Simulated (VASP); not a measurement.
Set up this calculation in VASP 6.6.1, as the native input.

| Property | Result |
| --- | --- |
| Task | relaxation of cell and atoms |
| Functional | PBE |
| Potentials or basis | VASP PAW PBE potentials, release 64 (Si, Ge_d) |
| Cutoff | 520 eV |
| k mesh | 8 × 8 × 4 |
| Occupations | gaussian, width 0.03 eV |
| Spin | no spin polarisation |
| Further INCAR settings | ALGO = Normal; EDIFF = 1e-07; IBRION = 2; POTIM = 0.3; EDIFFG = -0.005; NSW = 60; ISIF = 3 |

The structure of Si2Ge lies in POSCAR:

```
Si2Ge                                   
1.0
    3.9279848923      0.0000000000      0.0000000000
   -1.9639924512      3.4017347077     -0.0000000000
    0.0000000000     -0.0000000000      9.6125315127
  Si              Ge            
     4     2
Direct
     1.0000000000000000    0.0000000000000000    0.8773969790766738
     0.0000000000000000    0.0000000000000000    0.1226030209233262
     0.3333333300000021    0.6666666699999979    0.5394028523048160
     0.6666666699999979    0.3333333300000021    0.4605971476951840
     0.3333333300000021    0.6666666699999979    0.7920394834963251
     0.6666666699999979    0.3333333300000021    0.2079605165036748
```

The cell was built by a generator and needn't be a form met in nature.

The input as run:

INCAR

```
  ALGO = Normal
  EDIFF = 1E-7
  EDIFFG = -0.005
  ENCUT = 520
  GGA = PE
  IBRION = 2
  ISIF = 3
  ISMEAR = 0
  KPAR = 4
  LASPH = T
  LCHARG = F
  LREAL = F
  LWAVE = F
  NELM = 120
  NSW = 60
  POTIM = 0.3
  PREC = Accurate
  SIGMA = 0.03
```

KPOINTS

```
k-points
0
Gamma
  8 8 4
```

Potentials or basis: VASP PAW PBE potentials, release 64 (Si, Ge_d).

Launch:

```sh
$ cat potpaw_PBE.64/Si/POTCAR potpaw_PBE.64/Ge_d/POTCAR > POTCAR
$ mpirun -np 4 vasp_std > vasp.out
```

It gave:

```json
{"Relaxed volume": "21.40 Å³/atom", "Relaxed cell": "a = 3.927 Å, b = 3.927 Å, c = 9.612 Å, α = 90.00°, β = 90.00°, γ = 120.00°", "Space group after relaxing (to 0.05 Å)": "P-3m1 (No. 164)", "Energy gained by relaxing": "0.0 meV/atom", "Ionic steps": "2", "Pressure after relaxing": "0.0 GPa", "Largest force after relaxing": "0.003 eV/Å", "Band gap on the k mesh": "0.58 eV, indirect (least direct gap 1.09 eV)"}
```

It took 38 s on 4 MPI ranks on Intel(R) Xeon(R) Platinum 8488C (Sapphire Rapids), with other jobs on the host, peak memory 0.3 GiB a rank.
